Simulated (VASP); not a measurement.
KFeSi:

```
K Fe Si
1.0
     4.27561    0.00000    0.00000
    -2.13780    3.70279    0.00000
     0.00000    0.00000    4.28628
K Fe Si
1 1 1
Direct
  0.33333 0.66667 0.50000
  0.66667 0.33333 0.00000
  0.00000 0.00000 0.50000
```

The cell was built by a generator and needn't be a form met in nature.

- Program: VASP 6.6.1
- Task: relaxation of cell and atoms
- Functional: LDA
- Potentials or basis: VASP PAW LDA potentials, release 64 (K_sv, Fe, Si)
- Cutoff: 600 eV
- k mesh: 7 × 7 × 6
- Occupations: methfessel-paxton, width 0.2 eV
- Spin: collinear spin, ferromagnetic start
- Starting moments: [0.0, 3.0, 0.0] μB

At the start: pressure 4.5 GPa; volume 22.62 Å³/atom.

**Question.** Where does the relaxation end?

**Answer.** Over 16 steps the energy falls by 1116.0 meV/atom and the volume is 17.76 Å³/atom (-21.5 %); space group P-6m2 (No. 187, to 0.05 Å); moment 2.28 μB per cell.

Step by step:
| step | energy change (eV) | largest force (eV/Å) | pressure (GPa) | volume (Å³) |
| --- | --- | --- | --- | --- |
| 1 | 0.0000 | 0.0000 | 4.45 | 67.86 |
| 2 | -1.2180 | 0.0000 | -1.96 | 73.40 |
| 3 | -2.1530 | 0.0000 | -7.63 | 78.54 |
| 4 | -3.1112 | 0.0000 | -5.94 | 64.34 |
| 5 | -3.1835 | 0.0000 | -5.07 | 61.67 |
| 6 | -3.1154 | 0.0000 | 1.55 | 56.32 |
| 7 | -3.2064 | 0.0000 | -4.41 | 60.41 |
| 8 | -3.2101 | 0.0000 | -2.53 | 58.63 |
| 9 | -3.2143 | 0.0000 | -3.62 | 59.50 |
| 10 | -3.3337 | 0.0000 | -1.20 | 54.95 |
| 11 | -3.3457 | 0.0000 | -0.18 | 53.60 |
| 12 | -3.3470 | 0.0000 | 0.34 | 52.97 |
| 13 | -3.3481 | 0.0000 | 0.10 | 53.25 |
| 14 | -3.3481 | 0.0000 | -0.06 | 53.34 |
| 15 | -3.3481 | 0.0000 | -0.04 | 53.30 |
| 16 | -3.3481 | 0.0000 | -0.01 | 53.27 |

Final structure:
```xyz
3
Lattice="4.9053 0.0000 0.0000 -2.4527 4.2481 0.0000 0.0000 0.0000 2.5562" Properties=species:S:1:pos:R:3 pbc="T T T"
K     0.0000    2.8321    1.2781
Fe    2.4527    1.4160    0.0000
Si    0.0000    0.0000    1.2781
```

Caveat: the volume moved by over 15 % at a fixed basis, so the end points are rough.
